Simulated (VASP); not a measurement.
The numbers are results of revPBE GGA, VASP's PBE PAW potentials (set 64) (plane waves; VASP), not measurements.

VASP ran on this input.

File KPOINTS:
```
Automatic
0
Gamma
7 7 7
```

INCAR:
```
ISIF=4   ! ions and shape, fixed volume
LASPH=.TRUE.   ! aspherical one-centre terms
EDIFF=1E-7
LCHARG=.FALSE.
ISMEAR=0   ! Gaussian
IBRION=2   ! conjugate gradients
SIGMA=0.05
ENCUT=520
PREC=Accurate
ALGO=Normal
LWAVE=.FALSE.
NELM=100
EDIFFG=-0.01   ! ionic stop
SYSTEM=Sb
LMAXMIX=4   ! l cut-off of mixed one-centre charges
GGA=RE
LREAL=.FALSE.   ! projection in real space or not
NSW=30   ! most ionic steps
```

### POSCAR
```
Sb
1.0
  4.0954935997  -2.2007613377   0.0179234718
  4.0954935997   2.2007613377   0.0179234718
  2.8970518860   0.0000000000   3.6364581730
Sb
2
Cart
  2.5685322136  -0.0000000000   0.8506854925
  8.5195068718   0.0000000000   2.8216196241
```

POTCAR, in this order: Sb (PBE.64 set). Program: vasp_std.

Problem. Estimate the energy per atom (σ→0).

Solution. 
```yaml
energy per atom (σ→0): -3.837 eV/atom
```

File OSZICAR:
```
...
DAV:   7    -0.767432893961E+01   -0.29145E-02   -0.69128E-03   800   0.764E-01    0.991E-02
DAV:   8    -0.767456128698E+01   -0.23235E-03   -0.27442E-04   913   0.127E-01    0.248E-02
DAV:   9    -0.767462466480E+01   -0.63378E-04   -0.10110E-04   804   0.741E-02    0.557E-03
DAV:  10    -0.767462718586E+01   -0.25211E-05   -0.63242E-06  1004   0.173E-02    0.238E-03
DAV:  11    -0.767462757665E+01   -0.39079E-06   -0.13222E-06   801   0.894E-03    0.215E-03
DAV:  12    -0.767462810762E+01   -0.53097E-06   -0.14956E-07   836   0.274E-03    0.320E-04
DAV:  13    -0.767462807858E+01    0.29046E-07   -0.17476E-08   408   0.101E-03
   1 F= -.76746281E+01 E0= -.76746274E+01  d E =-.767463E+01
```

The compound is Sb in the a7 structure. It was relaxed first, which changed the volume by +8 %.
